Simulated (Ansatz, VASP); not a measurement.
KCdCO3F: VASP beside Ansatz

```
K Cd C O F
1.0
     5.13490    0.00000    0.00000
    -2.56745    4.44695    0.00000
     0.00000    0.00000    8.84600
K Cd C O F
2 2 2 6 2
Direct
  0.66667 0.33333 0.50000
  0.66667 0.33333 0.00000
  0.00000 0.00000 0.25000
  0.00000 0.00000 0.75000
  0.33333 0.66667 0.25000
  0.33333 0.66667 0.75000
  0.41291 0.94872 0.25000
  0.53581 0.58709 0.25000
  0.05128 0.46419 0.25000
  0.05128 0.58709 0.75000
  0.41291 0.46419 0.75000
  0.53581 0.94872 0.75000
  0.00000 0.00000 0.50000
  0.00000 0.00000 0.00000
```

Alike in both runs: functional PBE; k mesh 5 × 5 × 3; occupations fermi-dirac, width 0.02 eV; no spin polarisation.

Ansatz relaxed the structure, and its values are those at the end. VASP's run is a single point on that final structure, the one shown.

```csv
,VASP,Ansatz
version,VASP 6.6.1,Ansatz 0.2.0
potentials or method,"VASP PAW PBE potentials, release 64 (K_sv, Cd, C, O, F)","plane-wave PAW, scalar-relativistic"
plane-wave cutoff (eV),520,420
valence electrons in the cell,100,116
```

Ansatz gave:

```
gap on the k mesh at the Fermi level (eV) : 3.13
pressure (GPa)                            : 3.0
rms of the force components (eV/Å)        : 0.001
```

Problem. Estimate VASP's values.

Solution. gap on the k mesh at the Fermi level (eV): 3.11; pressure (GPa): 3.9; rms of the force components (eV/Å): 0.090.

With one functional, cell and mesh, what is left measures potentials, basis and numerics. The two sets of potentials don't hold the same shells in valence. Ansatz warned: «gradients_without_spin_orbit».

Caveats: an odd mesh through Γ misses points on the zone boundary, where band edges often lie.
